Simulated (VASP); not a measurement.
Here is the system:

```xyz
2
Lattice="0.0000 2.7294 2.7294 2.7294 0.0000 2.7294 2.7294 2.7294 0.0000" Properties=species:S:1:pos:R:3 pbc="T T T"
Pd     0.0000     0.0000     0.0000
Sb     2.7294     2.7294     2.7294
```

Calculation: PBEsol GGA, VASP's PBE PAW potentials (set 64) (plane waves; VASP 6.6.1). Run with 400 eV cut-off, 13×13×13 Γ-centred mesh, tetrahedra with Blöchl corrections, potentials Pd Sb.

Unless said otherwise, spin-orbit coupling is left out, though it shifts the bands of the heavy elements here.

### Question
Estimate the energy per atom (σ→0), band gap (on the k-mesh) with the smallest direct gap where there is one.

### Answer

```
Quantity                                                     Value
------------------------  ----------------------------------------
band gap (on the k-mesh)  none (metal, semimetal or under 0.01 eV)
energy per atom (σ→0)                       -531.9 kJ/mol of atoms
```

The structure was generated: PdSb was put into the rock salt type (Fm-3m), which need not be its known phase. It was relaxed first, which changed the volume by -25 %. The electron count is odd and the run is not spin-polarised, which forces a metal.
